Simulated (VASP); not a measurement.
# Quasiparticle energies of AlN in VASP

Aim: the quasiparticle gap of AlN, and what it costs to get it. The cell is of the wurtzite type, one of the forms listed for this formula. The start is a cell from a database of measured crystal structures.

Program: VASP 6.6.1. Level of theory: PBE; plane waves and PAW (Al_GW, N_GW), in the first sound run; inputs show where later runs differ. Results are calculated unless marked as measured.

This is a report of a sequence of runs, with most program output left out.

The database entry behind the starting cell differs from later determinations by our own check (inner coordinate u about 0.002 short), so it need not match the best structure at ambient conditions.

## 1. The starting structure

It takes space group P6_3mc (No. 186, hexagonal). The conventional cell has a = 3.113 Å, b = 3.113 Å, c = 4.981 Å, α = 90.00°, β = 90.00°, γ = 120.00°. Nearest to Al lie 4 N at 1.89 Å. N has 4 Al at 1.89 Å nearest. Farther neighbours and most contacts between anions are not listed.

## 2. Empty bands

The next step needs empty bands that the ground-state run didn't converge, so the Hamiltonian is diagonalised exactly for NBANDS bands, in a single step. LOPTICS writes the k-derivatives of the orbitals (WAVEDER), which give the long-wavelength limit of the screening.

The input, INCAR:

```
SYSTEM = AlN
PREC = Accurate
ENCUT = 450
ISMEAR = 0
SIGMA = 0.01
LREAL = .FALSE.
GGA = PE
NBANDS = 48
ALGO = Exact
NELM = 1
LWAVE = .TRUE.
LCHARG = .FALSE.
LOPTICS = .TRUE.
NEDOS = 1000
CSHIFT = 0.1
```

The input, POSCAR:

```
AlN
1.0
    3.1130000000      0.0000000000      0.0000000000
   -1.5565000000      2.6959370820      0.0000000000
    0.0000000000      0.0000000000      4.9810000000
Al N
2 2
Direct
    0.6666666667      0.3333333333      0.5000000000
    0.3333333333      0.6666666667      0.0000000000
    0.6666666667      0.3333333333      0.8800000000
    0.3333333333      0.6666666667      0.3800000000
```

The input, KPOINTS:

```
Automatic mesh
0
Gamma
3 3 2
0 0 0
```

The projector-augmented-wave data sets are Al_GW and N_GW (PBE family, release 64).

On the command line:

```bash
mpirun -np 8 vasp_std
```

The job ended after 3 s (8 MPI ranks of Intel Xeon 6975P-C (Granite Rapids), shared host; peak memory 1 GiB).

The gap is read on the k-mesh alone, so it is an upper bound where the band edges lie off the mesh.

A gap read on the k-mesh alone can miss the band edges.

Numbers from this step:

```yaml
gap_on_the_k_mesh: 4.197 eV
least_direct_gap_on_the_k_mesh: 4.197 eV
```

WAVECAR now holds 48 bands for 16 electrons. Its independent-particle dielectric tensor has xx, yy, zz = 5.8, 5.8, 4.9 on this mesh, which isn't tested for convergence in mesh or bands and lacks local fields.

## 3. G0W0, bands in the sums 48

This step: G0W0 on PBE; plane waves and PAW (Al_GW, N_GW) (VASP 6.6.1).

One pass of GW corrects the levels to first order, with G and W from the starting orbitals.

The input, INCAR:

```
SYSTEM = AlN
PREC = Accurate
ENCUT = 450
ISMEAR = 0
SIGMA = 0.01
LREAL = .FALSE.
GGA = PE
NBANDS = 48
ALGO = EVGW0
NELMGW = 1
ENCUTGW = 200
NOMEGA = 64
PRECFOCK = Fast
NBANDSGW = 16
LWAVE = .FALSE.
LCHARG = .FALSE.
```

POSCAR is that of step 2.

KPOINTS is that of step 2.

On the command line:

```bash
mpirun -np 8 vasp_std
```

The job ended after 6.8 s (8 MPI ranks; peak memory 1.7 GiB; 41 s of CPU time).

This step gave:

```
quasiparticle gap on the mesh                 : 5.594 eV
smallest direct quasiparticle gap on the mesh : 5.594 eV
gap of the starting orbitals on the mesh      : 4.197 eV
```

GW takes the gap from 4.197 to 5.594 eV. The value holds for 48 bands, ENCUTGW = 200 eV and this mesh, and isn't shown to be converged in them.

## 4. Empty bands

This step: PBE; plane waves and PAW (Al_GW, N_GW) (VASP 6.6.1).

The empty bands are made again, for the run that follows.

The input, INCAR:

```
SYSTEM = AlN
PREC = Accurate
ENCUT = 450
ISMEAR = 0
SIGMA = 0.01
LREAL = .FALSE.
GGA = PE
NBANDS = 64
ALGO = Exact
NELM = 1
LWAVE = .TRUE.
LCHARG = .FALSE.
LOPTICS = .TRUE.
NEDOS = 1000
CSHIFT = 0.1
```

POSCAR is that of step 3.

KPOINTS is that of step 3.

On the command line:

```bash
mpirun -np 8 vasp_std
```

Elapsed: 3 s, on 8 MPI ranks; peak memory 1 GiB; 16 s of CPU time.

WAVECAR now holds 64 bands for 16 electrons.

## 5. G0W0, bands in the sums 64

This step: G0W0 on PBE; plane waves and PAW (Al_GW, N_GW) (VASP 6.6.1).

The sums now run over 64 bands at the same response cutoff.

The input, INCAR:

```
SYSTEM = AlN
PREC = Accurate
ENCUT = 450
ISMEAR = 0
SIGMA = 0.01
LREAL = .FALSE.
GGA = PE
NBANDS = 64
ALGO = EVGW0
NELMGW = 1
ENCUTGW = 200
NOMEGA = 64
PRECFOCK = Fast
NBANDSGW = 16
LWAVE = .FALSE.
LCHARG = .FALSE.
```

POSCAR is that of step 4.

KPOINTS is that of step 4.

On the command line:

```bash
mpirun -np 8 vasp_std
```

Elapsed: 8.2 s, on 8 MPI ranks; peak memory 1.7 GiB; 50 s of CPU time.

The gap is now 5.641 eV, +46 meV against the GW run before.

## 6. Empty bands

This step: PBE; plane waves and PAW (Al_GW, N_GW) (VASP 6.6.1).

The input, INCAR:

```
SYSTEM = AlN
PREC = Accurate
ENCUT = 450
ISMEAR = 0
SIGMA = 0.01
LREAL = .FALSE.
GGA = PE
NBANDS = 88
ALGO = Exact
NELM = 1
LWAVE = .TRUE.
LCHARG = .FALSE.
LOPTICS = .TRUE.
NEDOS = 1000
CSHIFT = 0.1
```

POSCAR is that of step 5.

KPOINTS is that of step 5.

On the command line:

```bash
mpirun -np 8 vasp_std
```

Wall time 3.8 s (8 MPI ranks); peak memory 1 GiB; 20 s of CPU time.

WAVECAR now holds 88 bands for 16 electrons.

## 7. G0W0, bands in the sums 88

This step: G0W0 on PBE; plane waves and PAW (Al_GW, N_GW) (VASP 6.6.1).

The sums now run over 88 bands at the same response cutoff.

The input, INCAR:

```
SYSTEM = AlN
PREC = Accurate
ENCUT = 450
ISMEAR = 0
SIGMA = 0.01
LREAL = .FALSE.
GGA = PE
NBANDS = 88
ALGO = EVGW0
NELMGW = 1
ENCUTGW = 200
NOMEGA = 64
PRECFOCK = Fast
NBANDSGW = 16
LWAVE = .FALSE.
LCHARG = .FALSE.
```

POSCAR is that of step 6.

KPOINTS is that of step 6.

On the command line:

```bash
mpirun -np 8 vasp_std
```

It took 9.6 s on 8 MPI ranks; peak memory 1.7 GiB.

The gap is now 5.690 eV, +49 meV against the GW run before.

## 8. Empty bands

This step: PBE; plane waves and PAW (Al_GW, N_GW) (VASP 6.6.1).

The input, INCAR:

```
SYSTEM = AlN
PREC = Accurate
ENCUT = 450
ISMEAR = 0
SIGMA = 0.01
LREAL = .FALSE.
GGA = PE
NBANDS = 112
ALGO = Exact
NELM = 1
LWAVE = .TRUE.
LCHARG = .FALSE.
LOPTICS = .TRUE.
NEDOS = 1000
CSHIFT = 0.1
```

POSCAR is that of step 7.

KPOINTS is that of step 7.

On the command line:

```bash
mpirun -np 8 vasp_std
```

It took 4.2 s on 8 MPI ranks; peak memory 1 GiB; 23 s of CPU time.

WAVECAR now holds 112 bands for 16 electrons.

## 9. G0W0, bands in the sums 112

This step: G0W0 on PBE; plane waves and PAW (Al_GW, N_GW) (VASP 6.6.1).

The sums now run over 112 bands at the same response cutoff.

The input, INCAR:

```
SYSTEM = AlN
PREC = Accurate
ENCUT = 450
ISMEAR = 0
SIGMA = 0.01
LREAL = .FALSE.
GGA = PE
NBANDS = 112
ALGO = EVGW0
NELMGW = 1
ENCUTGW = 200
NOMEGA = 64
PRECFOCK = Fast
NBANDSGW = 16
LWAVE = .FALSE.
LCHARG = .FALSE.
```

POSCAR is that of step 8.

KPOINTS is that of step 8.

On the command line:

```bash
mpirun -np 8 vasp_std
```

Wall time 9 s (8 MPI ranks); peak memory 1.7 GiB.

The gap is now 5.716 eV, +27 meV against the GW run before.

## 10. Empty bands

This step: PBE; plane waves and PAW (Al_GW, N_GW) (VASP 6.6.1).

The input, INCAR:

```
SYSTEM = AlN
PREC = Accurate
ENCUT = 450
ISMEAR = 0
SIGMA = 0.01
LREAL = .FALSE.
GGA = PE
NBANDS = 144
ALGO = Exact
NELM = 1
LWAVE = .TRUE.
LCHARG = .FALSE.
LOPTICS = .TRUE.
NEDOS = 1000
CSHIFT = 0.1
```

POSCAR is that of step 9.

KPOINTS is that of step 9.

On the command line:

```bash
mpirun -np 8 vasp_std
```

Elapsed: 2.6 s, on 8 MPI ranks; peak memory 1 GiB.

WAVECAR now holds 144 bands for 16 electrons.

## 11. G0W0, bands in the sums 144

This step: G0W0 on PBE; plane waves and PAW (Al_GW, N_GW) (VASP 6.6.1).

The sums now run over 144 bands at the same response cutoff.

The input, INCAR:

```
SYSTEM = AlN
PREC = Accurate
ENCUT = 450
ISMEAR = 0
SIGMA = 0.01
LREAL = .FALSE.
GGA = PE
NBANDS = 144
ALGO = EVGW0
NELMGW = 1
ENCUTGW = 200
NOMEGA = 64
PRECFOCK = Fast
NBANDSGW = 16
LWAVE = .FALSE.
LCHARG = .FALSE.
```

POSCAR is that of step 10.

KPOINTS is that of step 10.

On the command line:

```bash
mpirun -np 8 vasp_std
```

It took 8.4 s on 8 MPI ranks; peak memory 1.8 GiB; 51 s of CPU time.

The gap is now 5.747 eV, +30 meV against the GW run before.

## 12. Empty bands

This step: PBE; plane waves and PAW (Al_GW, N_GW) (VASP 6.6.1).

The input, INCAR:

```
SYSTEM = AlN
PREC = Accurate
ENCUT = 450
ISMEAR = 0
SIGMA = 0.01
LREAL = .FALSE.
GGA = PE
NBANDS = 184
ALGO = Exact
NELM = 1
LWAVE = .TRUE.
LCHARG = .FALSE.
LOPTICS = .TRUE.
NEDOS = 1000
CSHIFT = 0.1
```

POSCAR is that of step 11.

KPOINTS is that of step 11.

On the command line:

```bash
mpirun -np 8 vasp_std
```

Wall time 3 s (8 MPI ranks); peak memory 1 GiB; 16 s of CPU time.

WAVECAR now holds 184 bands for 16 electrons.

## 13. G0W0, bands in the sums 184

This step: G0W0 on PBE; plane waves and PAW (Al_GW, N_GW) (VASP 6.6.1).

The sums now run over 184 bands at the same response cutoff.

The input, INCAR:

```
SYSTEM = AlN
PREC = Accurate
ENCUT = 450
ISMEAR = 0
SIGMA = 0.01
LREAL = .FALSE.
GGA = PE
NBANDS = 184
ALGO = EVGW0
NELMGW = 1
ENCUTGW = 200
NOMEGA = 64
PRECFOCK = Fast
NBANDSGW = 16
LWAVE = .FALSE.
LCHARG = .FALSE.
```

POSCAR is that of step 12.

KPOINTS is that of step 12.

On the command line:

```bash
mpirun -np 8 vasp_std
```

Elapsed: 8.2 s, on 8 MPI ranks; peak memory 1.8 GiB.

The gap is now 5.773 eV, +26 meV against the GW run before.

## 14. Empty bands

This step: PBE; plane waves and PAW (Al_GW, N_GW) (VASP 6.6.1).

The input, INCAR:

```
SYSTEM = AlN
PREC = Accurate
ENCUT = 450
ISMEAR = 0
SIGMA = 0.01
LREAL = .FALSE.
GGA = PE
NBANDS = 224
ALGO = Exact
NELM = 1
LWAVE = .TRUE.
LCHARG = .FALSE.
LOPTICS = .TRUE.
NEDOS = 1000
CSHIFT = 0.1
```

POSCAR is that of step 13.

KPOINTS is that of step 13.

On the command line:

```bash
mpirun -np 8 vasp_std
```

Elapsed: 3.4 s, on 8 MPI ranks; peak memory 1 GiB; 18 s of CPU time.

WAVECAR now holds 224 bands for 16 electrons.

## 15. G0W0, bands in the sums 224

This step: G0W0 on PBE; plane waves and PAW (Al_GW, N_GW) (VASP 6.6.1).

The sums now run over 224 bands at the same response cutoff.

The input, INCAR:

```
SYSTEM = AlN
PREC = Accurate
ENCUT = 450
ISMEAR = 0
SIGMA = 0.01
LREAL = .FALSE.
GGA = PE
NBANDS = 224
ALGO = EVGW0
NELMGW = 1
ENCUTGW = 200
NOMEGA = 64
PRECFOCK = Fast
NBANDSGW = 16
LWAVE = .FALSE.
LCHARG = .FALSE.
```

POSCAR is that of step 14.

KPOINTS is that of step 14.

On the command line:

```bash
mpirun -np 8 vasp_std
```

Elapsed: 13 s, on 8 MPI ranks; peak memory 1.8 GiB.

The gap is now 5.786 eV, +13 meV against the GW run before.

## 16. Empty bands

This step: PBE; plane waves and PAW (Al_GW, N_GW) (VASP 6.6.1).

The input, INCAR:

```
SYSTEM = AlN
PREC = Accurate
ENCUT = 450
ISMEAR = 0
SIGMA = 0.01
LREAL = .FALSE.
GGA = PE
NBANDS = 272
ALGO = Exact
NELM = 1
LWAVE = .TRUE.
LCHARG = .FALSE.
LOPTICS = .TRUE.
NEDOS = 1000
CSHIFT = 0.1
```

POSCAR is that of step 15.

KPOINTS is that of step 15.

On the command line:

```bash
mpirun -np 8 vasp_std
```

Elapsed: 4.4 s, on 8 MPI ranks; peak memory 1 GiB; 23 s of CPU time.

WAVECAR now holds 272 bands for 16 electrons.

## 17. G0W0, bands in the sums 272

This step: G0W0 on PBE; plane waves and PAW (Al_GW, N_GW) (VASP 6.6.1).

The sums now run over 272 bands at the same response cutoff.

The input, INCAR:

```
SYSTEM = AlN
PREC = Accurate
ENCUT = 450
ISMEAR = 0
SIGMA = 0.01
LREAL = .FALSE.
GGA = PE
NBANDS = 272
ALGO = EVGW0
NELMGW = 1
ENCUTGW = 200
NOMEGA = 64
PRECFOCK = Fast
NBANDSGW = 16
LWAVE = .FALSE.
LCHARG = .FALSE.
```

POSCAR is that of step 16.

KPOINTS is that of step 16.

On the command line:

```bash
mpirun -np 8 vasp_std
```

It took 17 s on 8 MPI ranks; peak memory 1.8 GiB.

The gap is now 5.786 eV, +0 meV against the GW run before.

## 18. Summary

This step: GW series: G0W0 on PBE; plane waves and PAW (VASP 6.6.1).

No new run; the numbers come from the runs before.

G0W0 on a 3x3x2 mesh; cost is wall time times ranks on a shared host, with the step that makes the empty bands but not the self-consistent start. G0W0 series:

```tsv
bands in the sums	quasiparticle gap (eV)	direct quasiparticle gap (eV)	cost (core minutes)
48	5.594	5.594	1.31
64	5.641	5.641	1.49
88	5.69	5.69	1.79
112	5.716	5.716	1.76
144	5.747	5.747	1.47
184	5.773	5.773	1.49
224	5.786	5.786	2.19
272	5.786	5.786	2.88
```

## 19. What came out

| Item | Value |
| --- | --- |
| G0W0 on PBE, 272 bands, ENCUTGW 200 eV, NOMEGA 64, mesh 3×3×2 | 4.197 → 5.786 eV |
| G0W0 on PBE, 48 bands, ENCUTGW 200 eV, NOMEGA 64, mesh 3×3×2 | 4.197 → 5.594 eV |

**Reading.** G0W0 gives a quasiparticle gap of 5.786 eV on the mesh, 1.59 eV over the PBE gap on the same mesh. The steps of the series move the gap by +46, +49, +27, +30, +26, +13, -0 meV; the last costs 1.3 times the one before. The last step lies within a tolerance of 30 meV, picked for this account, and the last two together move the gap by +13 meV. Response cutoff and mesh weren't varied, so the series can only reach this cutoff's value, and band edges off the mesh aren't seen. On a mesh this coarse the value is a test of cost more than a converged gap. Not tabulated here, as repeats of values shown or as unfit to read for their mesh, reference level or band range: eps2 curves (empty bands); eps1 curves and static values (empty bands); gaps (empty bands).

[Lines on the potential files, build, host, timing and source positions are cut from VASP's logs without a mark.]

[Logs are printed without paths, hosts, clocks, repeated set-up lines and the standing remarks that a program may print on its own settings, such as how far it seeks lower states.]

[Hosts, paths, dates, database ids (printed as entryN), source tags and the programs' standing remarks are cut or masked in the printed files.]

[Pressures printed for these runs are not shown converged in the cutoff: they can be off by several GPa and have the wrong sign.]
